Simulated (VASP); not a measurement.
# Lattice of Hf3C across functionals and dispersion corrections, part 5 of 5

How much does the cell of Hf3C depend on the functional? The cell is invented: it takes the structure of a Materials Project entry for Nb3Si (space group 223 there), with all of its atoms replaced by other elements, volume scaled by an estimate. It may not be a known or stable phase. LASPH is on for some levels and off for others; the table marks which.

VASP 6.6.1, plane waves and PAW; the level of theory is named at each step.

Still holding for the runs below: The k-mesh is coarse for a metal.

So far. Step 10 (Relaxation with r2SCAN + D3(BJ)): It ends at 16.92 Å³/atom, -4.1 % from the start, with -0.02 GPa left. The conventional cell has a = 5.135 Å. Against plain r2SCAN, the dispersion term moves a by -0.5 %. Step 11 (Relaxation with optPBE-vdW): It ends at 17.69 Å³/atom, +0.3 % from the start, with -0.01 GPa left. The conventional cell has a = 5.212 Å.

## 12. Relaxation with RPBE + D4

This step: RPBE with D4; plane waves and PAW (Hf_pv, C); invented cell (VASP 6.6.1).

RPBE by itself binds more weakly than PBE and expands cells. D4 lets the coefficients depend on atomic charges too.

INCAR reads:

```
SYSTEM = Hf3C
PREC = Accurate
ENCUT = 560
EDIFF = 1E-06
NELM = 100
ISMEAR = -1
SIGMA = 0.05
LREAL = .FALSE.
ALGO = Normal
GGA = RP
IVDW = 13
NBANDS = 42
LORBIT = 11
LWAVE = .FALSE.
LCHARG = .FALSE.
KPAR = 4
IBRION = 2
NSW = 60
ISIF = 3
EDIFFG = -0.01
```

POSCAR reads:

```
Hf3C
1.0
    5.2069509179      0.0000000000      0.0000000000
    0.0000000000      5.2069509179      0.0000000000
    0.0000000000      0.0000000000      5.2069509179
Hf C
6 2
Direct
    0.0000000000      0.5000000000      0.7500000000
    0.5000000000      0.2500000000      0.0000000000
    0.7500000000      0.0000000000      0.5000000000
    0.0000000000      0.5000000000      0.2500000000
    0.5000000000      0.7500000000      0.0000000000
    0.2500000000      0.0000000000      0.5000000000
    0.5000000000      0.5000000000      0.5000000000
    0.0000000000      0.0000000000      0.0000000000
```

KPOINTS reads:

```
Automatic mesh
0
Gamma
4 4 4
0 0 0
```

Potentials, in the order of the species: Hf_pv and C (PBE family, release 64).

Run with:

```
$ mpirun -np 4 vasp_std
```

Output:

```text
[... set-up lines as in an earlier step ...]
 entering main loop
       N       E                     dE             d eps       ncg     rms          rms(c)
DAV:   1     0.303365581877E+03    0.30337E+03   -0.39205E+04   840   0.166E+03
DAV:   2    -0.462868808802E+02   -0.34965E+03   -0.33869E+03   956   0.389E+02
DAV:   3    -0.694974861440E+02   -0.23211E+02   -0.22335E+02  1128   0.578E+01
DAV:   4    -0.703074623916E+02   -0.80998E+00   -0.77797E+00  1048   0.985E+00
[...]
DAV:  14    -0.673318316692E+02    0.78543E-05   -0.34424E-05   932   0.172E-02    0.148E-02
DAV:  15    -0.673318304443E+02    0.12249E-05   -0.45204E-06   930   0.594E-03    0.538E-03
DAV:  16    -0.673318303642E+02    0.80107E-07   -0.20113E-06   770   0.418E-03
   1 F= -.70464772E+02 E0= -.70415245E+02  d E =-.704648E+02
[... from here on, the cycles between the ionic steps are left out ...]
   2 F= -.70520298E+02 E0= -.70471086E+02  d E =-.555260E-01
   3 F= -.70349688E+02 E0= -.70303640E+02  d E =0.115083E+00
   4 F= -.70533511E+02 E0= -.70485342E+02  d E =-.687387E-01
   5 F= -.70554836E+02 E0= -.70506155E+02  d E =-.900641E-01
   6 F= -.70555031E+02 E0= -.70506289E+02  d E =-.902594E-01
   7 F= -.70555042E+02 E0= -.70506328E+02  d E =-.902701E-01
   8 F= -.70553527E+02 E0= -.70504686E+02  d E =0.151531E-02
   9 F= -.70555059E+02 E0= -.70506333E+02  d E =-.175397E-04
[...]
reached required accuracy - stopping structural energy minimisation
```

Wall time 3.1 min (4 MPI ranks of AMD EPYC 7R43, shared host); peak memory 0.94 GiB; 12 min of CPU time.

From OUTCAR (step 12):

```text
  Edisp (eV):   -3.19990

  Total       0.00017     0.00017     0.00017    -0.00000    -0.00000    -0.00000
  in kB       0.00192     0.00192     0.00192    -0.00000    -0.00000    -0.00000
  external pressure =        0.00 kB  Pullay stress =        0.00 kB

 POSITION                                       TOTAL-FORCE (eV/Angst)
 -----------------------------------------------------------------------------------
      0.00000      2.63000      3.94499         0.000000     -0.000000      0.000000
      2.63000      1.31500      0.00000         0.000000     -0.000000     -0.000000
      3.94499     -0.00000      2.63000         0.000000      0.000000     -0.000000
      0.00000      2.63000      1.31500        -0.000000      0.000000      0.000000
      2.63000      3.94499      0.00000        -0.000000     -0.000000      0.000000
      1.31500      0.00000      2.63000        -0.000000     -0.000000      0.000000
      2.63000      2.63000      2.63000        -0.000000     -0.000000      0.000000
      0.00000      0.00000      0.00000        -0.000000     -0.000000      0.000000
 -----------------------------------------------------------------------------------
    total drift:                               -0.000000     -0.000000      0.000000

  FREE ENERGIE OF THE ION-ELECTRON SYSTEM (eV)
  ---------------------------------------------------
  free  energy   TOTEN  =       -70.5550594735 eV

  energy  without entropy=      -70.4576056478  energy(sigma->0) =      -70.50633256

[... 2 parts as in an earlier step ...]

[... 2 further parts left out ...]
[key lines of the parts left out:]
E-fermi :   5.1809
```

It ends at 18.19 Å³/atom, +3.1 % from the start, with 0.00 GPa left. The conventional cell has a = 5.260 Å.

## 13. The cells as a table

This step: relaxed cells at several levels; plane waves and PAW; invented cell (VASP 6.6.1).

Derived from the runs above.

Lengths are those of the conventional cell; cost is the wall time of each run, as given at its step, times its ranks, without the set-up around it; LASPH differs between rows, which moves results and costs too. Results by level, by row:

```
          level  volume (Å³/atom)  change from the start (%)  a (Å)  cost (core minutes)  LASPH
            PBE             17.56                       -0.5  5.198                 3.87    off
            LDA             16.21                       -8.2  5.061                  5.4    off
         PBEsol             16.74                       -5.1  5.116                 4.67    off
         r2SCAN             17.18                       -2.6  5.161                 16.9     on
   PBE + D3(BJ)             16.99                       -3.7  5.141                 4.33    off
     optB88-vdW             17.41                       -1.3  5.184                 18.2     on
r2SCAN + D3(BJ)             16.92                       -4.1  5.135                 18.1     on
     optPBE-vdW             17.69                        0.3  5.212                 16.3     on
      RPBE + D4             18.19                        3.1   5.26                 12.5    off
```

## 14. Results

```json
{
 "volume, PBE": "17.56 Å³/atom",
 "volume, LDA": "16.21 Å³/atom",
 "volume, PBEsol": "16.74 Å³/atom",
 "volume, r2SCAN": "17.18 Å³/atom",
 "volume, PBE + D3(BJ)": "16.99 Å³/atom",
 "volume, optB88-vdW": "17.41 Å³/atom",
 "volume, r2SCAN + D3(BJ)": "16.92 Å³/atom",
 "volume, optPBE-vdW": "17.69 Å³/atom",
 "volume, RPBE + D4": "18.19 Å³/atom"
}
```

In words: For Hf3C the levels give volumes between 16.21 Å³/atom (LDA) and 18.19 Å³/atom (RPBE + D4), a spread of 12.2 %, while the cost of the finished runs spans a factor of 4.7. The costs hold the number of ionic steps as well as the price of the functional. Adding D3(BJ) to PBE changes the volume by -3.2 % (a by -1.1 %). Adding D3(BJ) to r2SCAN changes the volume by -1.5 % (a by -0.5 %). Pairwise corrections of the D and TS kind ignore the screening in a metal, so they may overbind here. Within 0.02 Å all end in space group Pm-3n; the runs can't lower the symmetry of the start. The k-sampling is coarse for a metal, so the Fermi level, pressures and the shape of the cell carry errors. Spin-orbit coupling is left out. LASPH is on for some levels and off for others, so differences between them are not the functional's alone. Each is a single relaxation on the plane waves of the start cell, so larger changes of volume carry a basis-set error that was not tested here. Zero-point and thermal expansion are not included. Nothing here tests the cell against competing phases.

[Lines on the potential files, build, host, timing and source positions are cut from VASP's logs without a mark.]

[Logs are printed without paths, hosts, clocks, repeated set-up lines and the standing remarks that a program may print on its own settings, such as how far it seeks lower states.]

[Hosts, paths, dates, database ids (printed as entryN), source tags and the programs' standing remarks are cut or masked in the printed files.]

[A measured line is paired with the nearest computed mode of its activity, which favours agreement.]
